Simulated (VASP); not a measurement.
Consider the following.

```
PbTe
1.0
    0.00000     3.25711     3.25711
    3.25711     0.00000     3.25711
    3.25711     3.25711     0.00000
Te Pb
1 1
Cartesian
  3.25711   3.25711   3.25711
  0.00000   0.00000   0.00000
```

All values below come from rev-vdW-DF2, VASP's PBE PAW potentials (set 64) (plane waves; VASP). Settings: 520 eV cut-off, Gaussian smearing of 0.050 eV, potentials Te Pb_d.

Unless said otherwise, spin-orbit coupling is left out, though it shifts the bands of the heavy elements here.

### Question
Give the energies of bands 7 to 13 at the high-symmetry points, in eV from the valence-band maximum.

### Answer

```json
[
 {"band": "7", "Γ": "-5.72", "X": "-7.31", "U": "-7.92", "L": "-8.50", "W": "-7.95"},
 {"band": "8", "Γ": "-1.23", "X": "-4.28", "U": "-3.91", "L": "-0.78", "W": "-3.59"},
 {"band": "9", "Γ": "-1.23", "X": "-2.63", "U": "-2.15", "L": "-0.78", "W": "-3.59"},
 {"band": "10", "Γ": "-1.23", "X": "-2.63", "U": "-1.97", "L": "0.00", "W": "-0.30"},
 {"band": "11", "Γ": "4.01", "X": "3.44", "U": "3.55", "L": "0.77", "W": "1.68"},
 {"band": "12", "Γ": "4.01", "X": "5.35", "U": "3.74", "L": "1.32", "W": "5.22"},
 {"band": "13", "Γ": "4.01", "X": "5.35", "U": "5.19", "L": "1.32", "W": "5.22"}
]
```

The gap is direct, 0.77 eV, from the valence maximum at L to the conduction minimum at L.

The compound is PbTe in the rock salt structure. It was relaxed first.
